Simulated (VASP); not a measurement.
# SrTiO3 under pressure and tension

How does SrTiO3 change with the volume? The starting structure is a measured crystal structure from the Crystallography Open Database. All runs use LDA. The equilibrium cell comes from relaxations that aren't shown. At each volume, shape and positions are relaxed as far as symmetry leaves them free.

Calculated with VASP 6.6.1; Kohn-Sham DFT with plane waves and PAW; LDA.

## 1. The structure

Symmetry: Pm-3m, No. 221, cubic system. Conventional cell: a = 3.899 Å, b = 3.899 Å, c = 3.899 Å, α = 90.00°, β = 90.00°, γ = 90.00°. Nearest to Sr lie 12 O at 2.76 Å. Nearest to Ti lie 6 O at 1.95 Å. O has 2 Ti at 1.95 Å and 4 Sr at 2.76 Å nearest. Farther neighbours and most contacts between anions are not listed.

## 2. Relaxation at the equilibrium volume

The input, INCAR:

```
SYSTEM = SrTiO3
PREC = Accurate
ENCUT = 560
EDIFF = 1E-07
NELM = 100
ISMEAR = 0
SIGMA = 0.03
LREAL = .FALSE.
ALGO = Normal
GGA = CA
NBANDS = 26
LASPH = .TRUE.
LORBIT = 11
LWAVE = .FALSE.
LCHARG = .FALSE.
KPAR = 8
IBRION = 2
NSW = 50
ISIF = 4
EDIFFG = -0.003
```

The input, POSCAR:

```
SrTiO3
1.0
    3.8608000536      0.0000000000      0.0000000000
    0.0000000000      3.8608000536      0.0000000000
    0.0000000000      0.0000000000      3.8608000536
Sr Ti O
1 1 3
Direct
    0.5000000000      0.5000000000      0.5000000000
    0.0000000000      0.0000000000      0.0000000000
    0.5000000000      0.0000000000      0.0000000000
    0.0000000000      0.5000000000      0.0000000000
    0.0000000000      0.0000000000      0.5000000000
```

The input, KPOINTS:

```
Automatic mesh
0
Gamma
6 6 6
0 0 0
```

PAW data sets: Sr_sv, Ti_sv and O (LDA family, release 64).

On the command line:

```bash
> mpirun -np 8 vasp_std
```

What it wrote:

```text
[banner, memory and clock lines left out]
running    8 mpi-ranks, on    1 nodes
 distrk:  each k-point on    1 cores,    8 groups
 distr:  one band on    1 cores,    1 groups

 POSCAR found type information on POSCAR SrTiO
 POSCAR found :  3 types and       5 ions
|                                                                             |
|           W    W    AA    RRRRR   N    N  II  N    N   GGGG   !!!           |
|           W    W   A  A   R    R  NN   N  II  NN   N  G    G  !!!           |
|           W    W  A    A  R    R  N N  N  II  N N  N  G       !!!           |
|           W WW W  AAAAAA  RRRRR   N  N N  II  N  N N  G  GGG   !            |
|           WW  WW  A    A  R   R   N   NN  II  N   NN  G    G                |
|           W    W  A    A  R    R  N    N  II  N    N   GGGG   !!!           |
|                                                                             |
|     For optimal performance we recommend to set                             |
|       NCORE = 2 up to number-of-cores-per-socket                            |
|     NCORE specifies how many cores store one orbital (NPAR=cpu/NCORE).      |
|     This setting can greatly improve the performance of VASP for DFT.       |
|     The default, NCORE=1 might be grossly inefficient on modern             |
|     multi-core architectures or massively parallel machines. Do your        |
|     Unfortunately you need to use the default for GW and RPA                |
|     calculations (for HF NCORE is supported but not extensively tested      |
|     yet).                                                                   |
|                                                                             |

 LDA part: xc-table for (Slater(with rela. corr.)+CA(PZ))
 , standard interpolation
 POSCAR, INCAR and KPOINTS ok, starting setup
 FFT: planning ... GRIDC
 FFT: planning ... GRID_SOFT
 FFT: planning ... GRID
 WAVECAR not read
 entering main loop
       N       E                     dE             d eps       ncg     rms          rms(c)
DAV:   1     0.432820728903E+03    0.43282E+03   -0.22137E+04  1040   0.176E+03
DAV:   2    -0.129983140055E+02   -0.44582E+03   -0.43109E+03  1232   0.471E+02
DAV:   3    -0.519506256275E+02   -0.38952E+02   -0.38780E+02  1258   0.139E+02
DAV:   4    -0.540359188234E+02   -0.20853E+01   -0.20824E+01  1704   0.276E+01
DAV:   5    -0.540803583600E+02   -0.44440E-01   -0.44419E-01  1420   0.336E+00    0.280E+01
DAV:   6    -0.443402452797E+02    0.97401E+01   -0.58088E+01  1502   0.699E+01    0.175E+01
DAV:   7    -0.442897941790E+02    0.50451E-01   -0.81125E+00  1320   0.219E+01    0.116E+01
DAV:   8    -0.442866544777E+02    0.31397E-02   -0.19294E+00  1314   0.144E+01    0.309E+00
DAV:   9    -0.441834406282E+02    0.10321E+00   -0.46040E-01  1286   0.722E+00    0.861E-01
DAV:  10    -0.441873945241E+02   -0.39539E-02   -0.11959E-01  1418   0.235E+00    0.788E-01
DAV:  11    -0.441795175812E+02    0.78769E-02   -0.50150E-02  1564   0.190E+00    0.158E-01
DAV:  12    -0.441793163793E+02    0.20120E-03   -0.27069E-03  1290   0.623E-01    0.524E-02
DAV:  13    -0.441793477873E+02   -0.31408E-04   -0.21894E-04  1454   0.128E-01    0.376E-02
DAV:  14    -0.441793370878E+02    0.10700E-04   -0.35412E-05  1512   0.458E-02    0.110E-02
DAV:  15    -0.441793360114E+02    0.10763E-05   -0.14309E-05  1524   0.287E-02    0.588E-03
DAV:  16    -0.441793358202E+02    0.19127E-06   -0.15718E-06  1380   0.134E-02    0.163E-03
DAV:  17    -0.441793358094E+02    0.10736E-07   -0.73556E-08   786   0.338E-03
   1 F= -.44179336E+02 E0= -.44179336E+02  d E =-.441793E+02
 curvature:   0.00 expect dE= 0.000E+00 dE for cont linesearch  0.000E+00
 trial: gam= 0.00000 g(F)=  0.000E+00 g(S)=  0.912E-33 ort = 0.000E+00 (trialstep = 0.100E+01)
 search vector abs. value=  0.100E-09
 reached required accuracy - stopping structural energy minimisation
```

Elapsed: 4.4 s, on 8 MPI ranks of Intel Xeon 6975P-C (Granite Rapids), shared host; peak memory 1.4 GiB; 30 s of CPU time.

Lines that name or quote the potential files are left out of all logs, and their timing lines are given in words.

From OUTCAR (step 2):

```text
ion  position               nearest neighbor table
   1  0.500  0.500  0.500-   3 2.73   4 2.73   5 2.73   3 2.73   4 2.73   3 2.73   5 2.73   3 2.73
                             4 2.73   5 2.73   4 2.73   5 2.73   2 3.34   2 3.34   2 3.34   2 3.34
   2  0.000  0.000  0.000-   3 1.93   4 1.93   5 1.93   5 1.93   4 1.93   3 1.93   1 3.34   1 3.34
                             1 3.34   1 3.34   1 3.34   1 3.34   1 3.34   1 3.34
   3  0.500  0.000  0.000-   2 1.93   2 1.93   1 2.73   1 2.73   1 2.73   1 2.73
   4  0.000  0.500  0.000-   2 1.93   2 1.93   1 2.73   1 2.73   1 2.73   1 2.73
   5  0.000  0.000  0.500-   2 1.93   2 1.93   1 2.73   1 2.73   1 2.73   1 2.73

  LATTYP: Found a simple cubic cell.
 ALAT       =     3.8608000536

 Subroutine GETGRP returns: Found 48 space group operations
 (whereof 48 operations were pure point group operations)

The static configuration has the point symmetry O_h .

 Found     20 irreducible k-points:

   k-points           NKPTS =     20   k-points in BZ     NKDIM =     20   number of bands    NBANDS=     26

   dimension x,y,z NGX =    30 NGY =   30 NGZ =   30
   dimension x,y,z NGXF=    60 NGYF=   60 NGZF=   60

   ENCUT  =  560.0 eV  41.16 Ry    6.42 a.u.   7.45  7.45  7.45*2*pi/ulx,y,z

   NELECT =      40.0000    total number of electrons

 k-points in reciprocal lattice and weights: Automatic mesh
   0.00000000  0.00000000  0.00000000       0.005
   0.16666667  0.00000000  0.00000000       0.028
   0.33333333  0.00000000  0.00000000       0.028
   0.50000000  0.00000000  0.00000000       0.014
   0.16666667  0.16666667  0.00000000       0.056
   0.33333333  0.16666667  0.00000000       0.111
   0.50000000  0.16666667  0.00000000       0.056
   0.33333333  0.33333333  0.00000000       0.056
   0.50000000  0.33333333  0.00000000       0.056
[...]
0.50000000  0.50000000  0.33333333       0.028
   0.50000000  0.50000000  0.50000000       0.005

 average (electrostatic) potential at core
       1 -33.9746       2 -76.1338       3 -70.3851       4 -70.3851       5 -70.3851

 E-fermi :   4.4671

 k-point     1 :       0.0000    0.0000    0.0000
  band No.  band energies     occupation
    ...
     16       2.9176      2.00000
     17       2.9176      2.00000
     18       3.8299      2.00000
     19       3.8299      2.00000
     20       3.8299      2.00000
     21       5.9725      0.00000
     22       5.9725      0.00000
     23       5.9725      0.00000
     24       8.7338      0.00000
     25       8.7338      0.00000
    ...

 k-point     2 :       0.1667    0.0000    0.0000
  band No.  band energies     occupation
    ...
     16       2.5488      2.00000
     17       2.6565      2.00000
     18       3.0353      2.00000
     19       3.6710      2.00000
     20       3.6710      2.00000
     21       6.0195      0.00000
     22       6.6043      0.00000
     23       6.6043      0.00000
     24       8.7551      0.00000
     25       9.4870      0.00000
    ...

 k-point     3 :       0.3333    0.0000    0.0000
  band No.  band energies     occupation
    ...
     16       1.9477      2.00000
     17       1.9621      2.00000
     18       2.2070      2.00000
     19       3.4966      2.00000
     20       3.4966      2.00000
     21       6.1174      0.00000
     22       7.6209      0.00000
     23       7.6209      0.00000
     24       8.7707      0.00000
     25      10.5910      0.00000
    ...

  Total       -0.0033780     -0.0033780     -0.0033780      0.0000000      0.0000000     -0.0000000
  in kB       -0.0940442     -0.0940442     -0.0940442      0.0000000      0.0000000     -0.0000000
  external PRESSURE =      -0.0940442 kB  Pullay stress =       0.0000000 kB

  energy-cutoff  :      560.00
  volume of cell :       57.55
      direct lattice vectors                 reciprocal lattice vectors
     3.860800054  0.000000000  0.000000000     0.259013672  0.000000000  0.000000000
     0.000000000  3.860800054  0.000000000     0.000000000  0.259013672  0.000000000
     0.000000000  0.000000000  3.860800054     0.000000000  0.000000000  0.259013672

 POSITION                                       TOTAL-FORCE (eV/Angst)
 -----------------------------------------------------------------------------------
      1.93040      1.93040      1.93040         0.000000      0.000000      0.000000
      0.00000      0.00000      0.00000         0.000000      0.000000      0.000000
      1.93040      0.00000      0.00000         0.000000      0.000000      0.000000
      0.00000      1.93040      0.00000         0.000000      0.000000      0.000000
      0.00000      0.00000      1.93040         0.000000      0.000000      0.000000
 -----------------------------------------------------------------------------------
    total drift:                                0.000000     -0.000000      0.000000

  FREE ENERGIE OF THE ION-ELECTRON SYSTEM (eV)
  ---------------------------------------------------
  free  energy   TOTEN  =       -44.1793358094 eV

  energy  without entropy=      -44.1793358094  energy(sigma->0) =      -44.17933581

 reached required accuracy - stopping structural energy minimisation

 total charge
# of ion       s       p       d       tot
------------------------------------------
    1        2.000   5.790   0.223   8.012
    2        2.246   6.355   1.830  10.431
    3        1.552   3.487   0.000   5.039
    4        1.552   3.487   0.000   5.039
    5        1.552   3.487   0.000   5.039
--------------------------------------------------
tot          8.902  22.606   2.053  33.561

[... 3 further parts left out ...]
```

CONTCAR:

```
SrTiO3
   1.00000000000000
     3.8608000535999998    0.0000000000000000    0.0000000000000000
     0.0000000000000000    3.8608000535999998    0.0000000000000000
     0.0000000000000000    0.0000000000000000    3.8608000535999998
  Sr              Ti              O
     1     1     3
Direct
     0.5000000000000000    0.5000000000000000    0.5000000000000000
     0.0000000000000000    0.0000000000000000    0.0000000000000000
     0.5000000000000000    0.0000000000000000    0.0000000000000000
     0.0000000000000000    0.5000000000000000    0.0000000000000000
     0.0000000000000000    0.0000000000000000    0.5000000000000000
```

The run keeps the 48 symmetry operations of its start, so it cannot find a distortion of lower symmetry.

The equilibrium volume: 11.510 Å³ an atom and a pressure of -0.01 GPa, and 1.807 eV of gap on the mesh. Further runs on this cell, not shown, give the modes T1u (3) 560.2, T2u 225.1, T1u (1) 52.8 cm⁻¹.

## 3. Relaxation at 0.96 of the equilibrium volume

INCAR is that of step 2.

Changes to POSCAR since step 2:

```diff
@@ -2,5 +2,5 @@
 1.0
-    3.8608000536      0.0000000000      0.0000000000
-    0.0000000000      3.8608000536      0.0000000000
-    0.0000000000      0.0000000000      3.8608000536
+    3.8086206835      0.0000000000      0.0000000000
+    0.0000000000      3.8086206835      0.0000000000
+    0.0000000000      0.0000000000      3.8086206835
 Sr Ti O
```

KPOINTS is that of step 2.

On the command line:

```bash
> mpirun -np 8 vasp_std
```

What it wrote:

```text
[banner, memory and clock lines left out]
running    8 mpi-ranks, on    1 nodes
[...]
[... a notice as in an earlier step ...]

 LDA part: xc-table for (Slater(with rela. corr.)+CA(PZ))
 , standard interpolation
 POSCAR, INCAR and KPOINTS ok, starting setup
[...]
entering main loop
       N       E                     dE             d eps       ncg     rms          rms(c)
DAV:   1     0.448311905398E+03    0.44831E+03   -0.21965E+04  1040   0.178E+03
DAV:   2    -0.859571991743E+01   -0.45691E+03   -0.44185E+03  1198   0.480E+02
DAV:   3    -0.512202670354E+02   -0.42625E+02   -0.41553E+02  1178   0.145E+02
DAV:   4    -0.538185261970E+02   -0.25983E+01   -0.25956E+01  1768   0.301E+01
[...]
DAV:  15    -0.441133002140E+02    0.75164E-06   -0.14752E-05  1440   0.268E-02    0.715E-03
DAV:  16    -0.441132999857E+02    0.22827E-06   -0.20169E-06  1378   0.148E-02    0.124E-03
DAV:  17    -0.441132999778E+02    0.79162E-08   -0.73452E-08   716   0.308E-03
   1 F= -.44113300E+02 E0= -.44113300E+02  d E =-.441133E+02
[...]
reached required accuracy - stopping structural energy minimisation
```

The job ended after 4.4 s (8 MPI ranks; peak memory 1.4 GiB; 30 s of CPU time).

From OUTCAR (step 3):

```text
  Total        3.0913442      3.0913442      3.0913442      0.0000000      0.0000000     -0.0000000
  in kB       89.6509249     89.6509249     89.6509249      0.0000000      0.0000000     -0.0000000
  external PRESSURE =      89.6509249 kB  Pullay stress =       0.0000000 kB

 POSITION                                       TOTAL-FORCE (eV/Angst)
 -----------------------------------------------------------------------------------
      1.90431      1.90431      1.90431         0.000000      0.000000      0.000000
      0.00000      0.00000      0.00000         0.000000      0.000000      0.000000
      1.90431      0.00000      0.00000         0.000000      0.000000      0.000000
      0.00000      1.90431      0.00000         0.000000      0.000000      0.000000
      0.00000      0.00000      1.90431         0.000000      0.000000      0.000000
 -----------------------------------------------------------------------------------
    total drift:                                0.000000     -0.000000      0.000000

  FREE ENERGIE OF THE ION-ELECTRON SYSTEM (eV)
  ---------------------------------------------------
  free  energy   TOTEN  =       -44.1132999778 eV

  energy  without entropy=      -44.1132999778  energy(sigma->0) =      -44.11329998

[... 2 parts as in an earlier step ...]

[... 2 further parts left out ...]
[key lines of the parts left out:]
E-fermi :   4.8161
```

0.96 of the equilibrium volume: 11.049 Å³ an atom and a pressure of 8.97 GPa, and 1.871 eV of gap on the mesh. Further runs on this cell, not shown, give the modes T1u (3) 613.8, T2u 223.8, T1u (1) 118.7 cm⁻¹.

## 4. Relaxation at 1.04 of the equilibrium volume

INCAR is that of step 3.

Changes to POSCAR since step 3:

```diff
@@ -2,5 +2,5 @@
 1.0
-    3.8086206835      0.0000000000      0.0000000000
-    0.0000000000      3.8086206835      0.0000000000
-    0.0000000000      0.0000000000      3.8086206835
+    3.9116058806      0.0000000000      0.0000000000
+    0.0000000000      3.9116058806      0.0000000000
+    0.0000000000      0.0000000000      3.9116058806
 Sr Ti O
```

KPOINTS is that of step 3.

On the command line:

```bash
> mpirun -np 8 vasp_std
```

What it wrote:

```text
[... set-up lines as in an earlier step ...]
 entering main loop
       N       E                     dE             d eps       ncg     rms          rms(c)
DAV:   1     0.434541572773E+03    0.43454E+03   -0.21788E+04  1040   0.174E+03
DAV:   2    -0.127782186794E+02   -0.44732E+03   -0.43554E+03  1224   0.471E+02
DAV:   3    -0.519607755246E+02   -0.39183E+02   -0.38558E+02  1212   0.139E+02
DAV:   4    -0.541536967701E+02   -0.21929E+01   -0.21899E+01  1742   0.282E+01
[...]
DAV:  15    -0.441290640025E+02    0.34338E-05   -0.49044E-05  1442   0.634E-02    0.162E-02
DAV:  16    -0.441290622224E+02    0.17801E-05   -0.71799E-06  1284   0.344E-02    0.260E-03
DAV:  17    -0.441290622471E+02   -0.24654E-07   -0.41343E-07  1228   0.601E-03
   1 F= -.44129062E+02 E0= -.44129062E+02  d E =-.441291E+02
[...]
reached required accuracy - stopping structural energy minimisation
```

The job ended after 4.4 s (8 MPI ranks; peak memory 1.4 GiB).

Parts of OUTCAR (step 4):

```text
  Total       -2.7028170     -2.7028170     -2.7028170     -0.0000000     -0.0000000      0.0000000
  in kB      -72.3539017    -72.3539017    -72.3539017     -0.0000000     -0.0000000      0.0000000
  external PRESSURE =     -72.3539017 kB  Pullay stress =       0.0000000 kB

 POSITION                                       TOTAL-FORCE (eV/Angst)
 -----------------------------------------------------------------------------------
      1.95580      1.95580      1.95580         0.000000      0.000000      0.000000
      0.00000      0.00000      0.00000         0.000000      0.000000      0.000000
      1.95580      0.00000      0.00000         0.000000      0.000000      0.000000
      0.00000      1.95580      0.00000         0.000000      0.000000      0.000000
      0.00000      0.00000      1.95580         0.000000      0.000000      0.000000
 -----------------------------------------------------------------------------------
    total drift:                                0.000000     -0.000000      0.000000

  FREE ENERGIE OF THE ION-ELECTRON SYSTEM (eV)
  ---------------------------------------------------
  free  energy   TOTEN  =       -44.1290622471 eV

  energy  without entropy=      -44.1290622471  energy(sigma->0) =      -44.12906225

[... 2 parts as in an earlier step ...]

[... 2 further parts left out ...]
[key lines of the parts left out:]
E-fermi :   3.9704
```

1.04 of the equilibrium volume: 11.970 Å³ an atom and a pressure of -7.24 GPa, and 1.742 eV of gap on the mesh. The mode run on this cell, not shown, finds imaginary modes, so the symmetric cell is a saddle point here, unless the settings are too coarse. Further runs on this cell, not shown, give the modes T1u (3) 515.8, T2u 224.8, T1u (1) -116.1 cm⁻¹.

[end of part 1 of 2]

[Lines on the potential files, build, host, timing and source positions are cut from VASP's logs without a mark.]

[Logs are printed without paths, hosts, clocks, repeated set-up lines and the standing remarks that a program may print on its own settings, such as how far it seeks lower states.]

[Hosts, paths, dates, database ids (printed as entryN), source tags and the programs' standing remarks are cut or masked in the printed files.]
